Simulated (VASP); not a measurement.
Consider the following.

```xyz
2
Lattice="2.8070 0.0000 0.0000 0.0000 2.8070 0.0000 0.0000 0.0000 2.8070" Properties=species:S:1:pos:R:3 pbc="T T T"
Al     1.4035     1.4035     1.4035
Co     0.0000     0.0000     0.0000
```

The numbers are results of optB86b-vdW, VASP's PBE PAW potentials (set 64) (plane waves; VASP), not measurements. Numerical set-up: 520 eV cut-off, 13×13×13 Γ-centred mesh, first-order Methfessel-Paxton smearing of 0.10 eV, potentials Al Co.

Problem. Give the stress tensor in GPa (positive for a compressed cell).

Solution. 
```
6.05  0.00  0.00
0.00  6.05  0.00
0.00  0.00  6.05
```
The pressure is its mean diagonal, 6.05 GPa.

The compound is CoAl in the CsCl type structure. This cell is one point of a volume scan, at 0.97 of the reference volume. The run is not spin-polarised, so no magnetic state was tried.
